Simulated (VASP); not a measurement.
Output of a VASP run:

**OSZICAR**
```
       N       E                     dE             d eps       ncg     rms          rms(c)
DAV:   1     0.154699262564E+03    0.15470E+03   -0.93098E+03  1652   0.137E+03
DAV:   2     0.351465144569E+01   -0.15118E+03   -0.14826E+03  1700   0.340E+02
DAV:   3    -0.888437465986E+01   -0.12399E+02   -0.12281E+02  2260   0.102E+02
DAV:   4    -0.916295592021E+01   -0.27858E+00   -0.27843E+00  1734   0.186E+01
DAV:   5    -0.917211722802E+01   -0.91613E-02   -0.91612E-02  2218   0.334E+00    0.263E+00
DAV:   6    -0.889277143545E+01    0.27935E+00   -0.75383E-01  2462   0.711E+00    0.145E+00
DAV:   7    -0.888558529755E+01    0.71861E-02   -0.11131E-01  1802   0.194E+00    0.787E-01
DAV:   8    -0.888627821183E+01   -0.69291E-03   -0.11408E-02  1928   0.137E+00    0.135E-01
DAV:   9    -0.888590516779E+01    0.37304E-03   -0.22656E-03  2494   0.507E-01    0.511E-02
DAV:  10    -0.888594421950E+01   -0.39052E-04   -0.14965E-04  1796   0.903E-02    0.165E-02
DAV:  11    -0.888594307452E+01    0.11450E-05   -0.29904E-05  2290   0.641E-02    0.329E-03
DAV:  12    -0.888594317788E+01   -0.10335E-06   -0.20861E-06  2078   0.165E-02    0.117E-03
DAV:  13    -0.888594315994E+01    0.17935E-07   -0.45944E-08  1270   0.272E-03
   1 F= -.88859432E+01 E0= -.88859429E+01  d E =-.592122E-06
```

### OUTCAR
```
------------------------ aborting loop because EDIFF is reached ----------------------------------------
  FORCE on cell =-STRESS in cart. coord.  units (eV):
  Direction    XX          YY          ZZ          XY          YZ          ZX
  --------------------------------------------------------------------------------------
  Total       -1.5531936     -0.1410861     -0.1410861     -0.0000000      0.0000000      0.0000000
  in kB      -42.1696038     -3.8305245     -3.8305245     -0.0000000      0.0000000      0.0000000
  external PRESSURE =     -16.6102176 kB  Pullay stress =       0.0000000 kB
  volume of cell :       59.01
      direct lattice vectors                 reciprocal lattice vectors
     0.000000000  3.049938691  3.049938691    -0.157632425  0.163937722  0.163937722
     3.171936239  0.000000000  3.049938691     0.157632425 -0.163937722  0.163937722
     3.171936239  3.049938691  0.000000000     0.157632425  0.163937722 -0.163937722
  FREE ENERGIE OF THE ION-ELECTRON SYSTEM (eV)
  ---------------------------------------------------
  free  energy   TOTEN  =        -8.8859431599 eV

  energy  without entropy=       -8.8859425678  energy(sigma->0) =       -8.88594286
```
(Selected blocks of OUTCAR.)

POSCAR:
```
PbSe
1
    0.0000000000     3.0499386914     3.0499386914
    3.1719362391     0.0000000000     3.0499386914
    3.1719362391     3.0499386914     0.0000000000
Pb Se
1 1
Direct
  0.0000000000   0.0000000000   0.0000000000
  0.5000000000   0.5000000000   0.5000000000
```

Task: Write an INCAR and KPOINTS that could have produced this output.

Result: Several could match; the one computed here: the input of the run itself, PBEsol GGA, plane waves, VASP's PBE PAW potentials (set 64).

**KPOINTS**
```
Automatic mesh
0
Gamma
8 8 8
0 0 0
```

INCAR:
```
ALGO = Normal
EDIFF = 1E-7
ENCUT = 480
GGA = PS
ISIF = 2
ISMEAR = 0
LASPH = .True.
LCHARG = .False.
LMAXMIX = 4
LREAL = .False.
LWAVE = .False.
NELM = 100
PREC = Accurate
SIGMA = 0.05
SYSTEM = PbSe
```

POTCAR, in this order: Pb_d Se (PBE.64 set). Program: vasp_std.

The compound is PbSe in the rock salt structure. This cell was strained or had an atom moved on purpose.
